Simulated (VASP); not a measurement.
Output of a VASP run:

**OSZICAR**
```
       N       E                     dE             d eps       ncg     rms          rms(c)
DAV:   1     0.218800946677E+03    0.21880E+03   -0.18678E+04  1048   0.103E+03
DAV:   2    -0.109155340006E+02   -0.22972E+03   -0.21937E+03  1012   0.284E+02
DAV:   3    -0.174647527585E+02   -0.65492E+01   -0.62470E+01  1036   0.447E+01
DAV:   4    -0.175661096522E+02   -0.10136E+00   -0.10120E+00  1020   0.551E+00
DAV:   5    -0.175686508196E+02   -0.25412E-02   -0.25407E-02  1008   0.827E-01    0.102E+01
DAV:   6    -0.165964116763E+02    0.97224E+00   -0.64678E+00   984   0.188E+01    0.991E+00
DAV:   7    -0.164022118140E+02    0.19420E+00   -0.21507E+00   944   0.114E+01    0.556E+00
DAV:   8    -0.162365873021E+02    0.16562E+00   -0.50597E-01   952   0.628E+00    0.352E+00
DAV:   9    -0.162315975151E+02    0.49898E-02   -0.14663E-02   928   0.109E+00    0.155E-01
DAV:  10    -0.162313169507E+02    0.28056E-03   -0.10694E-03  1012   0.324E-01    0.458E-02
DAV:  11    -0.162313352399E+02   -0.18289E-04   -0.56922E-05   984   0.557E-02    0.241E-02
DAV:  12    -0.162313476881E+02   -0.12448E-04   -0.11183E-05   976   0.294E-02    0.640E-03
DAV:  13    -0.162313477762E+02   -0.88103E-07   -0.88913E-07   532   0.113E-02
   1 F= -.16231348E+02 E0= -.16189356E+02  d E =-.839831E-01
```

OUTCAR:
```
------------------------ aborting loop because EDIFF is reached ----------------------------------------
  FORCE on cell =-STRESS in cart. coord.  units (eV):
  Direction    XX          YY          ZZ          XY          YZ          ZX
  --------------------------------------------------------------------------------------
  Total       -9.3931197     -9.3931197     -9.3931197     -0.0000000     -0.0000000     -0.0000000
  in kB     -183.4193856   -183.4193856   -183.4193856     -0.0000000     -0.0000000     -0.0000000
  external PRESSURE =    -183.4193856 kB  Pullay stress =       0.0000000 kB
  volume of cell :       82.05
      direct lattice vectors                 reciprocal lattice vectors
     0.000000000  3.448909000  3.448909000    -0.144973381  0.144973381  0.144973381
     3.448909000  0.000000000  3.448909000     0.144973381 -0.144973381  0.144973381
     3.448909000  3.448909000  0.000000000     0.144973381  0.144973381 -0.144973381
 POSITION                                       TOTAL-FORCE (eV/Angst)
 -----------------------------------------------------------------------------------
      0.00000      0.00000      0.00000        -0.000000      0.000000      0.000000
      3.44891      3.44891      3.44891        -0.000000      0.000000      0.000000
      1.72445      1.72445      1.72445        -0.000000     -0.000000     -0.000000
      5.17336      5.17336      5.17336         0.000000      0.000000      0.000000
 -----------------------------------------------------------------------------------
    total drift:                                0.000000      0.000000      0.000000
  FREE ENERGIE OF THE ION-ELECTRON SYSTEM (eV)
  ---------------------------------------------------
  free  energy   TOTEN  =       -16.2313477762 eV

  energy  without entropy=      -16.1473646882  energy(sigma->0) =      -16.18935623
```
(Selected blocks of OUTCAR.)

**POSCAR**
```
RuAu3
1
    0.0000000000     3.4489090000     3.4489090000
    3.4489090000     0.0000000000     3.4489090000
    3.4489090000     3.4489090000     0.0000000000
Ru Au
1 3
Direct
  0.0000000000   0.0000000000   0.0000000000
  0.5000000000   0.5000000000   0.5000000000
  0.2500000000   0.2500000000   0.2500000000
  0.7500000000   0.7500000000   0.7500000000
```

Problem. Reconstruct the remaining input files.

Solution. This is not unique; one that fits is the input of the run itself, PBE GGA, plane waves, VASP's PBE PAW potentials (set 64).

KPOINTS:
```
Automatic mesh
0
gamma
  6 6 6
0 0 0
```

### INCAR
```
SYSTEM = RuAu3
PREC = Accurate; ENCUT = 300; LREAL = F
LASPH = T
EDIFF = 1E-6; NELM = 100; ALGO = Normal
LMAXMIX = 6
ISMEAR = -1; SIGMA = 0.05
GGA = PE
ISIF = 2
LWAVE = F; LCHARG = F
```

POTCAR, in this order: Ru_pv Au (PBE.64 set). Program: vasp_std.

At this cut-off the stress carries a Pulay error, which pulls relaxed volumes low.

The structure was generated: RuAu3 was put into an ordered model structure, which need not be its known phase. The cell was not relaxed at this level. The electron count is odd and the run is not spin-polarised, which forces a metal.
